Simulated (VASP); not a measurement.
Data:

```yaml
crystal:
  lattice:
    - [3.01636, 0.00000, 0.00000]
    - [0.00000, 3.01636, 0.00000]
    - [0.00000, 0.00000, 3.01636]
  atoms:
    - { symbol: Al, position: [0.50000, 0.50000, 0.50000] }
    - { symbol: Ru, position: [0.00000, 0.00000, 0.00000] }
```

Level of theory: PBE GGA, VASP's PBE PAW potentials (set 64) (plane waves; VASP). Run with 480 eV cut-off, 12×12×12 Γ-centred mesh, first-order Methfessel-Paxton smearing of 0.10 eV, potentials Al Ru_pv.

**Question.** Give the stress tensor in GPa (positive for a compressed cell).

**Answer.** 
```
-2.63   0.00   0.00
 0.00  -2.63   0.00
 0.00   0.00  -2.63
```
The pressure is its mean diagonal, -2.63 GPa.

The compound is RuAl in the CsCl type structure. This cell was strained or had an atom moved on purpose. The electron count is odd and the run is not spin-polarised, which forces a metal.
